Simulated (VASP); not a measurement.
VASP input:

**KPOINTS**
```
Automatic mesh
0
Gamma
5 5 5
0 0 0
```

File POSCAR:
```
KI
1
    0.0000000000     3.6057000000     3.6057000000
    3.6057000000     0.0000000000     3.6057000000
    3.6057000000     3.6057000000     0.0000000000
K I
1 1
Direct
  0.0000000000   0.0000000000   0.0000000000
  0.5000000000   0.5000000000   0.5000000000
```

**INCAR**
```
SYSTEM = KI
PREC = Accurate
ENCUT = 400
EDIFF = 1E-6
NELM = 100
ALGO = Normal
LREAL = .FALSE.
LASPH = .TRUE.
ISMEAR = 0
SIGMA = 0.05
GGA = PE
LMAXMIX = 4
LWAVE = .FALSE.
LCHARG = .FALSE.
ISIF = 2
```

POTCAR, in this order: K_sv I (PBE.64 set). Program: vasp_gam.

Output

**standard output**
```
 POSCAR found type information on POSCAR K I
 POSCAR found :  2 types and       2 ions
 Reading from existing POTCAR
 Reading from existing POTCAR
 LDA part: xc-table for (Slater+PW92), standard interpolation

 -----------------------------------------------------------------------------
|                                                                             |
|     EEEEEEE  RRRRRR   RRRRRR   OOOOOOO  RRRRRR      ###     ###     ###     |
|     E        R     R  R     R  O     O  R     R     ###     ###     ###     |
|     E        R     R  R     R  O     O  R     R     ###     ###     ###     |
|     EEEEE    RRRRRR   RRRRRR   O     O  RRRRRR       #       #       #      |
|     E        R   R    R   R    O     O  R   R                               |
|     E        R    R   R    R   O     O  R    R      ###     ###     ###     |
|     EEEEEEE  R     R  R     R  OOOOOOO  R     R     ###     ###     ###     |
|                                                                             |
|     You are using the Gamma-point-only version with more than one           |
|     k-point or some other non-Gamma k-point.                                |
|                                                                             |
|       ---->  I REFUSE TO CONTINUE WITH THIS SICK JOB ... BYE!!! <----       |
|                                                                             |
 -----------------------------------------------------------------------------
```

Q: Read input and log: which fault does this run have?
A. POTCAR lists the elements in another order than POSCAR
B. the Γ-only program was given a k-mesh
C. LEPSILON was set for a metal
D. ISPIN is misspelt, so the run is not spin-polarised

A: B, the Γ-only program was given a k-mesh. VASP stops with an error: You are using the Gamma-point-only version with more than one k-point or some other non-Gamma k-point. ----> I REFUSE TO CONTINUE WITH THIS SICK JOB ... BYE!!! <----

To mend it, run vasp_std.

The mended run (PBE GGA, plane waves, VASP's PBE PAW potentials (set 64)) converges, and its OSZICAR ends with
```
   1 F= -.55647080E+01 E0= -.55647080E+01  d E =-.289733E-15
```

The compound is KI in the rock salt structure. The cell was not relaxed at this level.
